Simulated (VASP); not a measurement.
Consider the following.

```xyz
1
Lattice="-1.6426 1.6426 1.6426 1.6426 -1.6426 1.6426 1.6426 1.6426 -1.6426" Properties=species:S:1:pos:R:3 pbc="T T T"
Ta     0.0000     0.0000     0.0000
```

Computed with PBE GGA with D3 dispersion (zero damping), VASP's PBE PAW potentials (set 64) (plane waves; VASP). Run with 520 eV cut-off, Gaussian smearing of 0.050 eV, potentials Ta_pv.

Give the energies of bands 4 to 8 at the high-symmetry points, in eV from the Fermi level.

```json
[
 {"band": "4", "Γ": "-7.96", "H": "-3.88", "N": "-4.43", "P": "-1.23"},
 {"band": "5", "Γ": "0.75", "H": "-3.88", "N": "-1.57", "P": "-1.23"},
 {"band": "6", "Γ": "0.75", "H": "6.98", "N": "1.68", "P": "-1.23"},
 {"band": "7", "Γ": "0.75", "H": "6.98", "N": "3.97", "P": "5.19"},
 {"band": "8", "Γ": "4.08", "H": "6.98", "N": "5.02", "P": "5.19"}
]
```

It has no gap at this level: it comes out as a metal or semimetal.

The compound is Ta in the bcc structure. It was relaxed first.
